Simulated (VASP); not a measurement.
# MgO: structure and properties in VASP, part 2 of 2

Aim: relax MgO with r2SCAN, compute its properties on that cell and hold them against experiment. Left out of this account: 1 further run (core levels: core levels are not valid at this level). The start is a cell from a database of measured crystal structures.

VASP 6.6.1, plane waves and PAW; the level of theory is named at each step.

So far, least gap on mesh and path (eV): step 5 (bands along the symmetry lines (r2SCAN)) 5.73. The relaxed cell has a = 4.195 Å (conventional setting).

## Step 9: Optical spectrum (r2SCAN)

LOPTICS sums transitions from filled to empty bands. The mesh is finer than in the run before. NBANDS is raised for it.

File INCAR:

```
SYSTEM = MgO
PREC = Accurate
ENCUT = 520
EDIFF = 1E-06
NELM = 100
ISMEAR = 0
SIGMA = 0.05
LREAL = .FALSE.
ALGO = Normal
METAGGA = R2SCAN
LASPH = .TRUE.
NBANDS = 20
LORBIT = 11
LWAVE = .FALSE.
LCHARG = .FALSE.
KPAR = 2
LOPTICS = .TRUE.
NEDOS = 1500
CSHIFT = 0.1
```

File POSCAR:

```
MgO
1.0
    0.0000000000      2.0973980938      2.0973980938
    2.0973980938      0.0000000000      2.0973980938
    2.0973980938      2.0973980938      0.0000000000
Mg O
1 1
Direct
    0.0000000000      0.0000000000      0.0000000000
    0.5000000000      0.5000000000      0.5000000000
```

File KPOINTS:

```
Automatic mesh
0
Gamma
12 12 12
0 0 0
```

The projector-augmented-wave data sets are Mg and O (PBE family, release 64).

Run with:

```sh
$ mpirun -np 2 vasp_std
```

It took 57 s on 2 MPI ranks of Intel Xeon Platinum 8259CL at 2.50GHz (Skylake/Cascade Lake), shared host; peak memory 0.32 GiB; 1.7 min of CPU time.

These are independent-particle spectra without excitons or local fields, and fine structure depends on the mesh and on CSHIFT.

This step gave:

| Item | Value |
| --- | --- |
| SCF cycles | 14 |
| bands | 20 |
| irreducible k-points | 72 |
| Fermi energy | 3.103 eV |
| pressure | 0.008257 GPa |

The imaginary dielectric function, xx has structure finer than the step of the table below, so its rows give means over 0.5 eV, whole bins alone (the curve runs from 0 to 25.0 eV). Peaks (eV: height): 10.12: 3.72, 10.67: 3.19, 11.72: 4.75, 12.43: 5.22, 13.64: 3.19, 16.67: 3.86, 17.71: 3.25.

Imaginary dielectric function, xx against photon energy; means over each step:

| photon energy (eV) | imaginary dielectric function, xx |
| --- | --- |
| 0.5 | 0.00140 |
| 1.0 | 0.00282 |
| 1.5 | 0.00436 |
| 2.0 | 0.00608 |
| 2.5 | 0.00800 |
| 3.0 | 0.0104 |
| 3.5 | 0.0133 |
| 4.0 | 0.0174 |
| 4.5 | 0.0236 |
| 5.0 | 0.0356 |
| 5.5 | 0.106 |
| 6.0 | 0.361 |
| 6.5 | 0.637 |
| 7.0 | 0.809 |
| 7.5 | 0.955 |
| 8.0 | 1.04 |
| 8.5 | 1.52 |
| 9.0 | 1.47 |
| 9.5 | 2.46 |
| 10.0 | 3.38 |
| 10.5 | 2.55 |
| 11.0 | 2.61 |
| 11.5 | 3.51 |
| 12.0 | 4.26 |
| 12.5 | 4.61 |
| 13.0 | 3.09 |
| 13.5 | 2.68 |
| 14.0 | 2.67 |
| 14.5 | 2.05 |
| 15.0 | 1.77 |
| 15.5 | 2.42 |
| 16.0 | 2.65 |
| 16.5 | 3.19 |
| 17.0 | 2.89 |
| 17.5 | 2.81 |
| 18.0 | 2.39 |
| 18.5 | 2.18 |
| 19.0 | 2.06 |
| 19.5 | 2.21 |
| 20.0 | 1.27 |
| 20.5 | 0.936 |
| 21.0 | 0.701 |
| 21.5 | 0.677 |
| 22.0 | 0.781 |
| 22.5 | 0.828 |
| 23.0 | 0.623 |
| 23.5 | 0.504 |
| 24.0 | 0.474 |
| 24.5 | 0.390 |

The real dielectric function, xx by photon energy:

photon energy (eV), real dielectric function, xx and a bar from the least value:
```
      0.0       2.88 ###################
      0.5       2.88 ###################
      1.0       2.89 ###################
      1.5       2.91 ###################
      2.0       2.94 ####################
      2.5       2.97 ####################
      3.0       3.02 ####################
      3.5       3.08 ####################
      4.0       3.15 #####################
      4.5       3.25 #####################
      5.0       3.39 ######################
      5.5       3.63 #######################
      6.0       3.96 #########################
      6.5       3.65 #######################
      7.0       3.87 ########################
      7.5       3.15 #####################
      8.0       4.29 ##########################
      8.5       3.67 #######################
      9.0       5.02 ##############################
      9.5       3.95 #########################
     10.0       3.60 #######################
     10.5       3.75 ########################
     11.0       2.88 ###################
     11.5       4.66 ############################
     12.0       2.03 ###############
     12.5       0.95 ##########
     13.0       0.41 #######
     13.5       1.46 ############
     14.0       0.67 ########
     14.5       0.45 #######
     15.0       1.26 ###########
     15.5       1.57 #############
     16.0       1.15 ###########
     16.5       1.56 #############
     17.0       0.24 ######
     17.5       0.60 ########
     18.0      -0.36 ###
     18.5      -0.18 ####
     19.0      -0.38 ###
     19.5      -0.77 #
     20.0      -0.95 
     20.5      -0.62 ##
     21.0      -0.31 ###
     21.5      -0.27 ###
     22.0      -0.03 #####
     22.5      -0.31 ###
     23.0       0.02 #####
     23.5      -0.06 ####
     24.0       0.15 ######
     24.5       0.08 #####
```

Its static limit, 2.88, stands beside 2.88 from the response with local fields; local fields, the finite band count and the meshes make the difference. The mean of ε2 over directions passes 5 % of its top at 6.05 eV, against a least direct gap of 5.73 eV on this mesh, so the first direct transitions are weak, forbidden or few.

## Step 10: Starting orbitals for the hybrid

A hybrid converges badly from random orbitals, so a cheap semilocal run writes a WAVECAR on the same mesh first.

File INCAR:

```
SYSTEM = MgO
PREC = Accurate
ENCUT = 520
EDIFF = 1E-05
NELM = 100
ISMEAR = 0
SIGMA = 0.05
LREAL = .FALSE.
ALGO = Normal
METAGGA = R2SCAN
LASPH = .TRUE.
NBANDS = 10
LORBIT = 11
LWAVE = .TRUE.
LCHARG = .FALSE.
KPAR = 2
```

POSCAR is that of step 9.

File KPOINTS:

```
Automatic mesh
0
Gamma
6 6 6
0 0 0
```

Run with:

```sh
$ mpirun -np 2 vasp_std
```

Wall time 13 s (2 MPI ranks); peak memory 0.26 GiB; 22 s of CPU time.

A gap read on the k-mesh alone can miss the band edges.

This step gave:

```
SCF cycles                     : 12
bands                          : 10
irreducible k-points           : 16
Fermi energy                   : 3.149 eV
pressure                       : -0.04175 GPa
gap on the k-mesh              : 5.729 eV
least direct gap on the k-mesh : 5.729 eV
```

## Step 11: Band structure (HSE06)

This step: HSE06; plane waves and PAW (Mg, O) (VASP 6.6.1).

HSE06 mixes in a quarter of exact exchange at short range, at far higher cost; in semiconductors this cures much of the gap error, while metals seldom gain.

File INCAR:

```
SYSTEM = MgO
PREC = Accurate
ENCUT = 520
EDIFF = 1E-06
NELM = 100
ISMEAR = 0
SIGMA = 0.05
LREAL = .FALSE.
ALGO = Normal
LHFCALC = .TRUE.
AEXX = 0.25
GGA = PE
HFSCREEN = 0.2
LASPH = .TRUE.
NBANDS = 10
PRECFOCK = Fast
LORBIT = 11
LWAVE = .FALSE.
LCHARG = .FALSE.
KPAR = 2
```

POSCAR is that of step 10.

KPOINTS is that of step 10.

File KPOINTS_OPT:

```
Line mode
6
Line-mode
Reciprocal
  0.00000000   0.00000000   0.00000000 GAMMA
  0.50000000   0.00000000   0.50000000 X

  0.50000000   0.00000000   0.50000000 X
  0.50000000   0.25000000   0.75000000 W

  0.50000000   0.25000000   0.75000000 W
  0.37500000   0.37500000   0.75000000 K

  0.37500000   0.37500000   0.75000000 K
  0.00000000   0.00000000   0.00000000 GAMMA

  0.00000000   0.00000000   0.00000000 GAMMA
  0.50000000   0.50000000   0.50000000 L

  0.50000000   0.50000000   0.50000000 L
  0.62500000   0.25000000   0.62500000 U

  0.62500000   0.25000000   0.62500000 U
  0.50000000   0.25000000   0.75000000 W

  0.50000000   0.25000000   0.75000000 W
  0.50000000   0.50000000   0.50000000 L

  0.50000000   0.50000000   0.50000000 L
  0.37500000   0.37500000   0.75000000 K

  0.62500000   0.25000000   0.62500000 U
  0.50000000   0.00000000   0.50000000 X
```

The WAVECAR or CHGCAR of an earlier step is read.

Run with:

```sh
$ mpirun -np 2 vasp_std
```

Elapsed: 5.2 min, on 2 MPI ranks; peak memory 0.48 GiB.

Numbers from this step:

| Item | Value |
| --- | --- |
| SCF cycles | 6 |
| free energy (TOTEN) | -14.23 eV |
| Fermi energy | 2.272 eV |
| least gap on mesh and path | 6.593 eV |
| least direct gap on mesh and path | 6.593 eV |

Electronic bands along the path, in eV, zero at the valence-band top; v1 is the highest filled band, c1 the lowest empty one:

| point | v3 | v2 | v1 | c1 | c2 |
| --- | --- | --- | --- | --- | --- |
| Γ | 0.00 | 0.00 | 0.00 | 6.59 | 17.85 |
| 0.40 of the way | -2.13 | -0.58 | -0.58 | 9.20 | 13.95 |
| X | -4.44 | -1.49 | -1.49 | 10.89 | 12.01 |
| 0.40 of the way | -4.23 | -1.88 | -1.64 | 11.55 | 12.64 |
| W | -3.21 | -3.21 | -1.92 | 13.77 | 13.77 |
| 0.40 of the way | -3.58 | -2.94 | -1.70 | 12.89 | 14.18 |
| K | -3.80 | -2.93 | -1.27 | 12.01 | 13.97 |
| 0.40 of the way | -3.59 | -1.81 | -0.61 | 11.07 | 13.86 |
| Γ | 0.00 | 0.00 | 0.00 | 6.59 | 17.85 |
| 0.40 of the way | -2.08 | -0.27 | -0.27 | 8.48 | 15.08 |
| L | -4.99 | -0.73 | -0.73 | 9.78 | 15.04 |
| 0.40 of the way | -4.66 | -1.53 | -0.87 | 10.80 | 14.77 |
| U | -3.80 | -2.93 | -1.27 | 12.01 | 13.97 |
| 0.40 of the way | -3.70 | -2.92 | -1.49 | 12.44 | 14.06 |
| W | -3.21 | -3.21 | -1.92 | 13.77 | 13.77 |
| 0.60 of the way | -4.55 | -1.71 | -0.95 | 11.10 | 14.68 |
| L | -4.99 | -0.73 | -0.73 | 9.78 | 15.04 |
| 0.60 of the way | -4.28 | -2.25 | -1.01 | 11.65 | 14.50 |
| K | -3.80 | -2.93 | -1.27 | 12.01 | 13.97 |
| jump to U | -3.80 | -2.93 | -1.27 | 12.01 | 13.97 |
| 0.40 of the way | -4.20 | -2.15 | -1.41 | 11.47 | 12.80 |
| X | -4.44 | -1.49 | -1.49 | 10.89 | 12.01 |

Of the projections kept (Mg, O), the largest for each band there; the rest of the weight can lie on other orbitals:

| point | v3 | v2 | v1 | c1 | c2 |
| --- | --- | --- | --- | --- | --- |
| Γ | O 0.98 | O 0.98 | O 0.98 | Mg 0.50 | Mg 1.00 |
| X | O 0.85 | O 0.93 | O 0.93 | Mg 1.00 | Mg 0.90 |
| W | O 0.88 | O 0.88 | O 0.90 | O 0.66 | O 0.66 |
| K | O 0.86 | O 0.87 | O 0.94 | Mg 0.70 | Mg 0.69 |
| Γ | O 0.98 | O 0.98 | O 0.98 | Mg 0.50 | Mg 1.00 |
| L | O 0.79 | O 0.96 | O 0.96 | Mg 0.63 | O 0.70 |

The gap moves by +0.86 eV against r2SCAN, which ran on another mesh.

The path shows a direct gap of 6.59 eV (valence top at Γ, conduction bottom at Γ).

## Step 12: Bands along the symmetry lines (TB-mBJ)

This step: TB-mBJ; plane waves and PAW (Mg, O) (VASP 6.6.1).

Levels along the symmetry lines show where the bands peak and cross; KPOINTS_OPT computes them in the converged potential. TB-mBJ is a local potential fitted to gaps: it costs far less than a hybrid but gives no energy.

File INCAR:

```
SYSTEM = MgO
PREC = Accurate
ENCUT = 520
EDIFF = 1E-06
NELM = 150
ISMEAR = 0
SIGMA = 0.05
LREAL = .FALSE.
ALGO = Normal
METAGGA = MBJ
LASPH = .TRUE.
NBANDS = 16
LORBIT = 11
LWAVE = .FALSE.
LCHARG = .FALSE.
KPAR = 2
```

POSCAR is that of step 11.

File KPOINTS:

```
Automatic mesh
0
Gamma
8 8 8
0 0 0
```

KPOINTS_OPT, as its differences from that of step 11:

```diff
@@ -1,3 +1,3 @@
 Line mode
-6
+16
 Line-mode
```

Run with:

```sh
$ mpirun -np 2 vasp_std
```

Wall time 39 s (2 MPI ranks); peak memory 0.27 GiB; 73 s of CPU time.

This functional is a potential without an energy, so its energies, forces and stress mean nothing and are not read.

Numbers from this step:

```
SCF cycles                        : 46
bands                             : 16
irreducible k-points              : 29
Fermi energy                      : 4.035 eV
least gap on mesh and path        : 6.892 eV
least direct gap on mesh and path : 6.892 eV
```

The electronic bands at the labelled points (eV, zero at the valence-band top; v1 is the highest filled band, c1 the lowest empty one):

| point | v3 | v2 | v1 | c1 | c2 |
| --- | --- | --- | --- | --- | --- |
| Γ | 0.00 | 0.00 | 0.00 | 6.89 | 17.96 |
| 0.47 of the way | -2.07 | -0.59 | -0.59 | 9.87 | 13.83 |
| X | -3.55 | -1.21 | -1.21 | 11.52 | 12.40 |
| 0.47 of the way | -3.32 | -1.60 | -1.36 | 12.25 | 13.17 |
| W | -2.55 | -2.55 | -1.54 | 14.02 | 14.02 |
| 0.47 of the way | -2.88 | -2.33 | -1.31 | 13.08 | 14.38 |
| K | -3.02 | -2.33 | -1.03 | 12.44 | 14.20 |
| 0.47 of the way | -2.66 | -1.14 | -0.41 | 10.58 | 14.30 |
| Γ | 0.00 | 0.00 | 0.00 | 6.89 | 17.96 |
| 0.47 of the way | -2.06 | -0.28 | -0.28 | 9.02 | 15.12 |
| L | -4.00 | -0.60 | -0.60 | 10.20 | 15.15 |
| 0.47 of the way | -3.63 | -1.40 | -0.75 | 11.40 | 14.82 |
| U | -3.02 | -2.33 | -1.03 | 12.44 | 14.20 |
| 0.47 of the way | -2.91 | -2.32 | -1.25 | 12.94 | 14.34 |
| W | -2.55 | -2.55 | -1.54 | 14.02 | 14.02 |
| 0.47 of the way | -3.39 | -1.76 | -0.93 | 12.13 | 14.60 |
| L | -4.00 | -0.60 | -0.60 | 10.20 | 15.15 |
| 0.53 of the way | -3.53 | -1.59 | -0.79 | 11.68 | 14.73 |
| K | -3.02 | -2.33 | -1.03 | 12.44 | 14.20 |
| jump to U | -3.02 | -2.33 | -1.03 | 12.44 | 14.20 |
| 0.47 of the way | -3.40 | -1.62 | -1.15 | 11.92 | 12.97 |
| X | -3.55 | -1.21 | -1.21 | 11.52 | 12.40 |

Of the projections kept (Mg, O), the largest for each band there; the rest of the weight can lie on other orbitals:

| point | v3 | v2 | v1 | c1 | c2 |
| --- | --- | --- | --- | --- | --- |
| Γ | O 0.98 | O 0.98 | O 0.98 | Mg 0.50 | Mg 1.00 |
| X | O 0.88 | O 0.94 | O 0.94 | Mg 1.00 | Mg 0.90 |
| W | O 0.90 | O 0.90 | O 0.92 | O 0.64 | O 0.64 |
| K | O 0.89 | O 0.90 | O 0.95 | Mg 0.69 | Mg 0.70 |
| Γ | O 0.98 | O 0.98 | O 0.98 | Mg 0.50 | Mg 1.00 |
| L | O 0.84 | O 0.97 | O 0.97 | Mg 0.64 | O 0.69 |

The gap moves by +1.16 eV against r2SCAN.

## Step 13: Results

| Property | Result |
| --- | --- |
| relaxed volume | 9.227 Å³/atom |
| relaxed conventional cell a, b, c | 4.195, 4.195, 4.195 Å |
| space group after relaxing, within 0.02 Å | Fm-3m (No. 225) |
| band gap | 5.73 eV, direct |
| gap among the points of the DOS mesh alone, an upper bound | 5.73 eV |
| highest zone-centre mode | 408 cm⁻¹ |
| static dielectric constant from modes and Born charges, mean | 8.90 |
| LO mode by the Lyddane-Sachs-Teller relation | 717 cm⁻¹ |
| electronic dielectric constant, mean | 2.88 |
| strongest peak of ε2, mean over directions | 12.4 eV |
| ε1 at zero frequency, no local fields, mean | 2.88 |
| band gap (HSE06) | 6.59 eV, direct |
| band gap (TB-mBJ) | 6.89 eV, direct |

What this shows: With r2SCAN, MgO relaxes to 9.227 Å³/atom in space group Fm-3m (held by the symmetry of the run) and has a direct gap of 5.73 eV (6.59 eV with HSE06). Against the listed cell the volume lies -1.2 %. Dielectric tensor and Born charges (r2SCAN): The electronic dielectric tensor with local fields is isotropic, 2.88. Dielectric tensor and Born charges (r2SCAN): Mean Born effective charge: Mg1 1.90, O2 -1.90 e. Band structure (HSE06): The path shows a direct gap of 6.59 eV (valence top at Γ, conduction bottom at Γ). Bands along the symmetry lines (TB-mBJ): The path shows a direct gap of 6.89 eV (valence top at Γ, conduction bottom at Γ). The other levels ran on the cell relaxed with r2SCAN, and without spin-orbit coupling unless named. Semilocal functionals usually underestimate gaps. Modes at Γ alone can't show that the crystal is stable at other wave vectors, and the LO-TO splitting is not included. No search among competing phases was made, and a listed structure need not be the one stable at ambient conditions. All values are for a static lattice at zero temperature.

Calculation against experiment:

| quantity | measured | r2SCAN | HSE06 | TB-mBJ |
| --- | --- | --- | --- | --- |
| lattice constant a (Å) | 4.212 | 4.195 (-0.4 %) | - | - |
| band gap (least gap) (eV) | 7.83 | 5.73 (-2.10 eV) | 6.59 (-1.24 eV) | 6.89 (-0.94 eV) |
| ε∞ (mean of the tensor) | 2.95 | 2.88 (-2.2 %) | - | - |
| infrared mode, TO phonon at Gamma (T1u) (cm⁻¹) | 396.5 | 408 (+2.8 %) | - | - |

Cost of the run behind each value, in core time: r2SCAN 78 s, HSE06 10 min, TB-mBJ 78 s.

Measured values from arxiv:1901.10525 (2019), arxiv:0908.1581 (2009) and arxiv:0704.2267 (2007).

**Verdict.** The lattice constant a is off by -0.4 %: good agreement. For the band gap, of the levels listed nearest comes TB-mBJ (-0.94 eV, fair agreement) and farthest r2SCAN (-2.10 eV, a clear miss). Zero-point and thermal motion shift the measured gap. The ε∞ is off by -2.2 %: good agreement. The infrared mode is off by +2.8 %: good agreement. The grades are ours: good and fair within 0.7 and 1.5 % for the lattice constant a, 7 and 18 % for the ε∞ and 3 and 7 % for the infrared mode. For lattice constants and infrared mode the calculation has a static lattice, without zero-point motion or thermal expansion (measured at up to 295 K).

[Lines on the potential files, build, host, timing and source positions are cut from VASP's logs without a mark.]

[Logs are printed without paths, hosts, clocks, repeated set-up lines and the standing remarks that a program may print on its own settings, such as how far it seeks lower states.]

[Hosts, paths, dates, database ids (printed as entryN), source tags and the programs' standing remarks are cut or masked in the printed files.]

[A measured line is paired with the nearest computed mode of its activity, which favours agreement.]
